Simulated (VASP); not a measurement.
# Sn2Bi2O in VASP: a series of runs, part 3 of 4

VASP 6.6.1. Earlier steps stand in the parts before.

### 4 Relaxation of cell and atoms, PBE

This run uses another cell than the first one, of 24.34 Å³/atom, 0.885 times its volume.

File INCAR:

```
SYSTEM = Sn2Bi2O
PREC = Normal
ENCUT = 520
EDIFF = 1E-4
ISMEAR = 0
SIGMA = 0.15
LREAL = .FALSE.
LASPH = .TRUE.
NELM = 60
ALGO = Fast
ISIF = 3
LWAVE = .FALSE.
LCHARG = .FALSE.
GGA = PE
IBRION = 2
NSW = 24
EDIFFG = -0.08
```

File KPOINTS:

```
regular mesh
0
G
  3 3 2
  0 0 0
```

File POSCAR:

```
Sn2Bi2O
1.0
    4.2000000000      0.0000000000      0.0000000000
    0.0000000000      4.2000000000      0.0000000000
    0.0000000000      0.0000000000      6.9000000000
Sn Bi O
2 2 1
Direct
    0.0000000000      0.5000000000      0.0000000000
    0.5000000000      0.0000000000      0.0000000000
    0.0000000000      0.0000000000      0.7200000000
    0.0000000000      0.0000000000      0.2800000000
    0.5000000000      0.5000000000      0.0000000000
```

Potentials or basis: VASP PAW PBE potentials, release 64 (Sn_d, Bi_d, O).

On the command line:

```bash
> cat potpaw_PBE.64/Sn_d/POTCAR potpaw_PBE.64/Bi_d/POTCAR potpaw_PBE.64/O/POTCAR > POTCAR
> mpirun -np 1 vasp_std > vasp.out
```

OUTCAR:

```text
SYSTEM = Sn2Bi2O
   PREC = Normal
   ENCUT = 520
   EDIFF = 1E-4
   ISMEAR = 0
   LREAL = .FALSE.
   LASPH = .TRUE.
   NELM = 60
   ISIF = 3
   GGA = PE
   IBRION = 2
   NSW = 24
   EDIFFG = -0.08

 ion  position               nearest neighbor table
   1  0.000  0.500  0.000-   5 2.10   5 2.10   3 2.85   3 2.85   4 2.85   4 2.85   2 2.97   2 2.97
                             2 2.97   2 2.97
   2  0.500  0.000  0.000-   5 2.10   5 2.10   3 2.85   4 2.85   3 2.85   4 2.85   1 2.97   1 2.97
                             1 2.97   1 2.97
   3  0.000  0.000  0.720-   1 2.85   2 2.85   1 2.85   2 2.85   4 3.04   4 3.86
   4  0.000  0.000  0.280-   1 2.85   2 2.85   1 2.85   2 2.85   3 3.04   3 3.86
   5  0.500  0.500  0.000-   1 2.10   2 2.10   2 2.10   1 2.10

  LATTYP: Found a simple tetragonal cell.
 ALAT       =     4.2000000000
 C/A-ratio  =     1.6428571429

  Lattice vectors:

 A1 = (   4.2000000000,   0.0000000000,   0.0000000000)
 A2 = (   0.0000000000,   4.2000000000,   0.0000000000)
 A3 = (   0.0000000000,   0.0000000000,   6.9000000000)

Analysis of symmetry for initial positions (statically):
=====================================================================
 Subroutine PRICEL returns:
 Original cell was already a primitive cell.

 Routine SETGRP: Setting up the symmetry group for a
 simple tetragonal supercell.

 Subroutine GETGRP returns: Found 16 space group operations
 (whereof 16 operations were pure point group operations)
 out of a pool of 16 trial point group operations.

The static configuration has the point symmetry D_4h.

Analysis of symmetry for dynamics (positions and initial velocities):
=====================================================================
 Subroutine PRICEL returns:
 Original cell was already a primitive cell.

 Routine SETGRP: Setting up the symmetry group for a
 simple tetragonal supercell.

 Subroutine GETGRP returns: Found 16 space group operations
 (whereof 16 operations were pure point group operations)
 out of a pool of 16 trial point group operations.

The dynamic configuration has the point symmetry D_4h.

 Subroutine INISYM returns: Found 16 space group operations
 (whereof 16 operations are pure point group operations),
 and found     1 'primitive' translations

----------------------------------------------------------------------------------------

                                     Primitive cell

  volume of cell :     121.7160

  direct lattice vectors                    reciprocal lattice vectors
     4.200000000  0.000000000  0.000000000     0.238095238  0.000000000  0.000000000
     0.000000000  4.200000000  0.000000000     0.000000000  0.238095238  0.000000000
     0.000000000  0.000000000  6.900000000     0.000000000  0.000000000  0.144927536

  length of vectors
     4.200000000  4.200000000  6.900000000     0.238095238  0.238095238  0.144927536

  position of ions in fractional coordinates (direct lattice)
     0.000000000  0.500000000  0.000000000
     0.500000000  0.000000000  0.000000000
     0.000000000  0.000000000  0.720000000
     0.000000000  0.000000000  0.280000000
     0.500000000  0.500000000  0.000000000

  ion indices of the primitive-cell ions
   primitive index   ion index
                 1           1
                 2           2
                 3           3
                 4           4
                 5           5

----------------------------------------------------------------------------------------

 KPOINTS: regular mesh

Automatic generation of k-mesh.
 Grid dimensions read from file:
 generate k-points for:    3    3    2

 Generating k-lattice:

  Cartesian coordinates                     Fractional coordinates (reciprocal lattice)
     0.079365079  0.000000000  0.000000000     0.333333333  0.000000000  0.000000000
     0.000000000  0.079365079  0.000000000     0.000000000  0.333333333  0.000000000
     0.000000000  0.000000000  0.072463768     0.000000000  0.000000000  0.500000000

  Length of vectors
     0.079365079  0.079365079  0.072463768

  Shift w.r.t. Gamma in fractional coordinates (k-lattice)
     0.000000000  0.000000000  0.000000000

 Subroutine IBZKPT returns following result:
 ===========================================

 Found      6 irreducible k-points:

 Following reciprocal coordinates:
            Coordinates               Weight
  0.000000  0.000000  0.000000      1.000000
  0.333333  0.000000  0.000000      4.000000
  0.333333  0.333333  0.000000      4.000000
  0.000000  0.000000  0.500000      1.000000
  0.333333  0.000000  0.500000      4.000000
  0.333333  0.333333  0.500000      4.000000
   k-points           NKPTS =      6   k-points in BZ     NKDIM =      6   number of bands    NBANDS=     38
   number of dos      NEDOS =    301   number of ions     NIONS =      5
   total plane-waves  NPLWV =  23040
   dimension x,y,z NGX =    24 NGY =   24 NGZ =   40
   dimension x,y,z NGXF=    48 NGYF=   48 NGZF=   80
   ions per type =               2   2   1
   NGX,Y,Z   is equivalent  to a cutoff of   9.50,  9.50,  9.64 a.u.
   NGXF,Y,Z  is equivalent  to a cutoff of  19.00, 19.00, 19.27 a.u.
 SYSTEM =  Sn2Bi2O
   PREC   = normal    normal or accurate (medium, high low for compatibility)
   ISTART =      0    job   : 0-new  1-cont  2-samecut
   ICHARG =      2    charge: 1-file 2-atom 10-const
   ISPIN  =      1    spin polarized calculation?
   LNONCOLLINEAR =      F non collinear calculations
   LSORBIT =      F    spin-orbit coupling
   LASPH  =      T    aspherical Exc in radial PAW
   ENCUT  =  520.0 eV  38.22 Ry    6.18 a.u.   7.81  7.81 12.83*2*pi/ulx,y,z
   NELM   =     60;   NELMIN=  2; NELMDL= -5     # of ELM steps
   EDIFF  = 0.1E-03   stopping-criterion for ELM
   LREAL  =      F    real-space projection
   EDIFFG = -.8E-01   stopping-criterion for IOM
   NSW    =     24    number of steps for IOM
   IBRION =      2    ionic relax: 0-MD 1-quasi-New 2-CG
   NFREE  =      1    steps in history (QN), initial steepest desc. (CG)
   ISIF   =      3    stress and relaxation
   ISYM   =      2    0-nonsym 1-usesym 2-fastsym
   POTIM  = 0.5000    time-step for ionic-motion
   TEBEG  =    0.0;   TEEND  =   0.0 temperature during run
   PSTRESS=    0.0 pullay stress
   NELECT =      64.0000    total number of electrons
   NUPDOWN=      -1.0000    fix difference up-down
   EMIN   =  10.00;   EMAX   =-10.00  energy-range for DOS
   EFERMI =   0.00;   METHOD = LEGACY
   ISMEAR =     0;   SIGMA  =   0.15  broadening in eV -4-tet -1-fermi 0-gaus
   EFERMI_NEDOS =   21; number of points for ismear=-14 and -15
   IALGO  =     68    algorithm
   IMIX   =      4    mixing-type and parameters
     AMIX     =   0.40;   BMIX     =  1.00
     AMIX_MAG =   1.60;   BMIX_MAG =  1.00
  volume/ion in A,a.u.               =      24.34       164.28
  Fermi-wavevector in a.u.,A,eV,Ry     =   1.321353  2.496996 23.755423  1.745974
  Thomas-Fermi vector in A             =   2.451113
   LORBIT       =      0    0 simple, 1 ext, 2 COOP (PROOUT), +10 PAW based schemes
   GGA     = PE    functional components
   LHFCALC =     F    Hartree Fock is set to
   AEXX    =    0.0000 exact exchange contribution
   IVDW    =     0    specifies the selected vdW correction
   LEPSILON=     F    determine dielectric tensor
   LRPA    =     F    only Hartree local field effects (RPA)
 conjugate gradient relaxation of ions
 non-spin polarized calculation
 RMM-DIIS sequential band-by-band and
 Gauss-broadening in eV      SIGMA  =   0.15
  energy-cutoff  :      520.00
  volume of cell :      121.72
 maximum number of plane-waves:      3298
   NGX = 15   NGY = 15   NGZ = 25

--------------------------------------- Ionic step        1  -------------------------------------------

 number of electron      64.0000037 magnetization

 Free energy of the ion-electron system (eV)
  ---------------------------------------------------
  ext. energy  EPLUGINS =         0.00000000
  ---------------------------------------------------
  free energy    TOTEN  =       -18.03516022 eV

  energy without entropy =      -18.00760533  energy(sigma->0) =      -18.02138277

 E-fermi :   8.3514     XC(G=0):  -9.9265

 val. band max:        8.1994800687   @ k =   0.3333   0.0000   0.0000
 cond. band min:       8.4334469030   @ k =   0.0000   0.0000   0.0000
 fundamental gap:      0.2339668343
 Fermi energy:         8.3513685071

 k-point     1 :       0.0000    0.0000    0.0000
  band No.  band energies     occupation
      1     -15.2955      2.00000
      2     -15.1854      2.00000
      3     -15.1046      2.00000
      4     -15.1046      2.00000
      5     -15.0764      2.00000
      6     -15.0764      2.00000
[... 505 lines left out ...]
  energy  without entropy=      -21.4485676886  energy(sigma->0) =      -21.46166258

--------------------------------------- Ionic step        8  -------------------------------------------

 number of electron      63.9999909 magnetization

 Free energy of the ion-electron system (eV)
  ---------------------------------------------------
  ext. energy  EPLUGINS =         0.00000000
  ---------------------------------------------------
  free energy    TOTEN  =       -21.48148041 eV

  energy without entropy =      -21.45385859  energy(sigma->0) =      -21.46766950

 E-fermi :   4.7289     XC(G=0):  -8.5696

 val. band max:        4.6417407098   @ k =   0.3333   0.0000   0.0000
 cond. band min:       4.8191295940   @ k =   0.3333   0.3333   0.0000
 fundamental gap:      0.1773888841
 Fermi energy:         4.7288882133

 k-point     1 :       0.0000    0.0000    0.0000
  band No.  band energies     occupation
      1     -18.1612      2.00000
      2     -18.0633      2.00000
      3     -18.0633      2.00000
      4     -18.0381      2.00000
      5     -18.0208      2.00000
      6     -18.0204      2.00000
[... 267 lines left out ...]
  FREE ENERGIE OF THE ION-ELECTRON SYSTEM (eV)
  ---------------------------------------------------
  free  energy   TOTEN  =       -21.4814804105 eV

  energy  without entropy=      -21.4538585908  energy(sigma->0) =      -21.46766950

 reached required accuracy - stopping structural energy minimisation
```

CONTCAR:

```text
Sn2Bi2O
   1.00000000000000
     4.8019158885908979    0.0000000000000000    0.0000000000000000
    -0.0000000000000000    4.8019158885908979    0.0000000000000000
     0.0000000000000000    0.0000000000000000    7.0644074472885965
  Sn              Bi              O
     2     2     1
Direct
     1.0000000000000000    0.5000000000000000    1.0000000000000000
     0.5000000000000000    0.0000000000000000    1.0000000000000000
     0.0000000000000000    1.0000000000000000    0.7167733148300310
     0.0000000000000000    0.0000000000000000    0.2832266851699690
     0.5000000000000000    0.5000000000000000    1.0000000000000000

  0.00000000E+00  0.00000000E+00  0.00000000E+00
  0.00000000E+00  0.00000000E+00  0.00000000E+00
  0.00000000E+00  0.00000000E+00  0.00000000E+00
  0.00000000E+00  0.00000000E+00  0.00000000E+00
  0.00000000E+00  0.00000000E+00  0.00000000E+00
```

Wall time 2 min (1 thread of Intel Xeon Platinum 8259CL at 2.50GHz (Skylake/Cascade Lake), shared host); peak memory 0.18 GiB.

Results:

```yaml
Free_energy: -21.4815 eV
Relaxed_volume: 32.58 Å³/atom
Relaxed_cell: a = 4.802 Å, b = 4.802 Å, c = 7.064 Å, α = 90.00°, β = 90.00°, γ = 90.00°
Space_group_after_relaxing_to_0.05_Å: P4/mmm (No. 123)
Energy_gained_by_relaxing: 689.3 meV/atom
Ionic_steps: 8
Pressure_after_relaxing: 0.2 GPa
Largest_force_after_relaxing: 0.004 eV/Å
Band_gap_on_the_k_mesh: none (metal or under the smearing width)
```

Forces on the atoms (eV/Å):
```
Sn   0.000  0.000  0.000
Sn   0.000  0.000  0.000
Bi   0.000  0.000  0.004
Bi   0.000  0.000 -0.004
O    0.000  0.000  0.000
```

Step by step:
```
step  energy change (eV)  largest force (eV/Å)  pressure (GPa)  volume (Å³)
   1              0.0000                2.8046           29.43       121.72
   2             -1.4357                0.9429           -8.08       217.45
   3             -3.3709                0.5952           -0.56       164.58
   4             -3.3727                0.5399           -0.27       163.64
   5             -3.4329                0.3631           -0.20       162.87
   6             -3.4389                0.2368            0.08       162.36
   7             -3.4396                0.3073            0.12       162.47
   8             -3.4463                0.0042            0.17       162.89
```

Final structure:
```xyz
5
Lattice="4.8019 0.0000 0.0000 0.0000 4.8019 0.0000 0.0000 0.0000 7.0644" Properties=species:S:1:pos:R:3 pbc="T T T"
Sn    4.8019    2.4010    7.0644
Sn    2.4010    0.0000    7.0644
Bi    0.0000    4.8019    5.0636
Bi    0.0000    0.0000    2.0008
O     2.4010    2.4010    7.0644
```

Caveat: the k mesh is coarse (spacing up to 0.50 Å⁻¹), so the values aren't converged; the volume moved by over 15 % at a fixed basis, so the end points are rough; spin-orbit coupling is left out, which moves the levels of the heavy elements; the relaxation stopped at a loose force limit of 0.08 eV/Å, so its end isn't a converged minimum.

### 5 Relaxation of cell and atoms, PBE

This run uses another cell than the first one, of 29.51 Å³/atom, 1.073 times its volume.

INCAR is that of step 4.

KPOINTS is that of step 4.

File POSCAR:

```
Sn2Bi2O
1.0
    4.8291028100      0.0000000000      0.0000000000
    0.0000000000      4.8291028100      0.0000000000
    0.0000000000      0.0000000000      6.3278305400
Sn Bi O
2 2 1
Direct
    0.0000000000      0.5000000000      0.5000000000
    0.5000000000      0.0000000000      0.5000000000
    0.0000000000      0.0000000000      0.5000000000
    0.5000000000      0.5000000000      0.0000000000
    0.0000000000      0.0000000000      0.0000000000
```

On the command line:

```bash
> cat potpaw_PBE.64/Sn_d/POTCAR potpaw_PBE.64/Bi_d/POTCAR potpaw_PBE.64/O/POTCAR > POTCAR
> mpirun -np 1 vasp_std > vasp.out
```

Run time: 8.1 min. Hardware: 1 thread of Intel Xeon Platinum 8259CL at 2.50GHz (Skylake/Cascade Lake), shared host; peak memory 0.2 GiB.

It converged, with:

| Item | Value |
| --- | --- |
| Free energy | -19.4306 eV |
| Relaxed volume | 29.27 Å³/atom |
| Relaxed cell | a = 6.084 Å, b = 6.084 Å, c = 3.954 Å, α = 90.00°, β = 90.00°, γ = 90.00° |
| Space group after relaxing (to 0.05 Å) | P4/mmm (No. 123) |
| Energy gained by relaxing | 1994.0 meV/atom |
| Ionic steps | 15 |
| Pressure after relaxing | 0.1 GPa |
| Band gap on the k mesh | none (metal or under the smearing width) |

Stress tensor (GPa, compression positive):
```
0.10 0.00 0.00
0.00 0.10 0.00
0.00 0.00 0.20
```

The path:
```tsv
step	energy change (eV)	largest force (eV/Å)	pressure (GPa)	volume (Å³)
1	0.0000	0.0000	16.08	147.57
2	-6.0439	0.0000	-5.89	212.58
3	-6.0477	0.0000	-4.86	205.75
4	-8.0470	0.0000	-5.36	179.67
5	45.9123	0.0000	200.37	95.07
6	17.5597	0.0000	-0.37	177.07
7	-8.3229	0.0000	-5.78	175.81
8	-9.2680	0.0000	8.33	136.54
9	-9.0988	0.0000	-4.24	164.61
10	-9.8888	0.0000	-1.88	150.71
11	-9.9225	0.0000	1.77	143.66
12	-9.9679	0.0000	-0.58	147.13
13	-9.9680	0.0000	0.22	145.90
14	-9.9671	0.0000	-0.27	146.94
15	-9.9701	0.0000	0.14	146.35
```

Final structure:
```
Sn Bi O
1.0
     6.08354    0.00000    0.00000
     0.00000    6.08354    0.00000
     0.00000    0.00000    3.95443
Sn Bi O
2 2 1
Direct
  0.00000 0.50000 0.50000
  0.50000 0.00000 0.50000
  0.00000 0.00000 0.50000
  0.50000 0.50000 0.00000
  0.00000 0.00000 0.00000
```

Levels at points of the mesh, in eV from the Fermi level:
```csv
k point,band 29,band 30,band 31,band 32,band 33,band 34,band 35,band 36
"(0.00, 0.00, 0.00)",-2.71,-2.71,-0.83,-0.83,0.36,3.14,3.45,3.81
"(0.00, 0.00, 0.50)",-3.35,-1.52,-1.28,-0.91,-0.56,-0.56,0.44,0.64
```

Caveat: the k mesh is coarse (spacing up to 0.50 Å⁻¹), so the values aren't converged; spin-orbit coupling is left out, which moves the levels of the heavy elements; the relaxation stopped at a loose force limit of 0.08 eV/Å, so its end isn't a converged minimum.

### 6 Relaxation of cell and atoms, PBE

This run uses another cell than the first one, of 27.67 Å³/atom, 1.005 times its volume.

INCAR is that of step 5.

File KPOINTS:

```
regular mesh
0
G
  4 4 2
  0 0 0
```

File POSCAR:

```
Sn2Bi2O
1.0
    4.7570289000      0.0000000000      0.0000000000
   -2.3785144500      4.1197078800      0.0000000000
    0.0000000000      0.0000000000      7.0584005300
Sn Bi O
2 2 1
Direct
    0.3333333300      0.6666666700      0.5000000000
    0.6666666700      0.3333333300      0.5000000000
    0.0000000000      0.0000000000      0.1873298000
    0.0000000000      0.0000000000      0.8126702000
    0.0000000000      0.0000000000      0.5000000000
```

Potentials or basis: VASP PAW PBE potentials, release 64 (Sn_d, Bi_d, O).

On the command line:

```bash
> cat potpaw_PBE.64/Sn_d/POTCAR potpaw_PBE.64/Bi_d/POTCAR potpaw_PBE.64/O/POTCAR > POTCAR
> mpirun -np 1 vasp_std > vasp.out
```

Run time: 2.5 min. Hardware: 1 thread of Intel Xeon Platinum 8259CL at 2.50GHz (Skylake/Cascade Lake), shared host; peak memory 0.2 GiB.

Results (log left out):

```
Free energy                            : -19.1861 eV
Relaxed volume                         : 34.13 Å³/atom
Relaxed cell                           : a = 5.132 Å, b = 5.132 Å, c = 7.482 Å, α = 90.00°, β = 90.00°, γ = 120.00°
Space group after relaxing (to 0.05 Å) : P6/mmm (No. 191)
Energy gained by relaxing              : 205.8 meV/atom
Ionic steps                            : 6
Pressure after relaxing                : -0.3 GPa
Largest force after relaxing           : 0.073 eV/Å
Band gap on the k mesh                 : none (metal or under the smearing width)
```

Forces in eV/Å, atoms in the order of the input:
```
Sn   0.000  0.000  0.000
Sn   0.000  0.000  0.000
Bi   0.000  0.000  0.073
Bi   0.000  0.000 -0.073
O    0.000  0.000  0.000
```

Step by step:
| step | energy change (eV) | largest force (eV/Å) | pressure (GPa) | volume (Å³) |
| --- | --- | --- | --- | --- |
| 1 | 0.0000 | 1.1748 | 12.48 | 138.33 |
| 2 | -0.6471 | 0.2760 | -3.95 | 185.91 |
| 3 | -0.9610 | 0.2454 | 0.29 | 165.14 |
| 4 | -1.0140 | 0.1970 | 0.11 | 167.56 |
| 5 | -1.0266 | 0.1824 | 0.15 | 169.52 |
| 6 | -1.0290 | 0.0727 | -0.27 | 170.64 |

Final structure:
```
Sn Bi O
1.0
     5.13180    0.00000    0.00000
    -2.56590    4.44427    0.00000
     0.00000    0.00000    7.48177
Sn Bi O
2 2 1
Direct
  0.33333 0.66667 0.50000
  0.66667 0.33333 0.50000
  0.00000 0.00000 0.19681
  0.00000 0.00000 0.80319
  0.00000 0.00000 0.50000
```

Levels at points of the mesh, in eV from the Fermi level:
```
           k point  band 28  band 29  band 30  band 31  band 32  band 33  band 34  band 35  band 36  band 37
(0.00, 0.00, 0.00)    -3.16    -1.52    -1.52    -1.15    -0.43    -0.05    -0.05     0.60     0.60     2.75
(0.50, 0.00, 0.00)    -2.48    -2.15    -1.40    -0.92    -0.54     0.13     0.34     0.48     1.77     3.33
(0.00, 0.00, 0.50)    -3.35    -1.51    -1.51    -1.40    -0.68    -0.68     1.22     1.22     2.46     2.66
(0.50, 0.00, 0.50)    -3.13    -2.11    -1.10    -0.21     0.23     0.35     0.85     1.50     1.61     2.36
```

Caveat: the k mesh is coarse (spacing up to 0.45 Å⁻¹), so the values aren't converged; the volume moved by over 15 % at a fixed basis, so the end points are rough; spin-orbit coupling is left out, which moves the levels of the heavy elements; the relaxation stopped at a loose force limit of 0.08 eV/Å, so its end isn't a converged minimum.

(Part 3 of 4 ends here.)
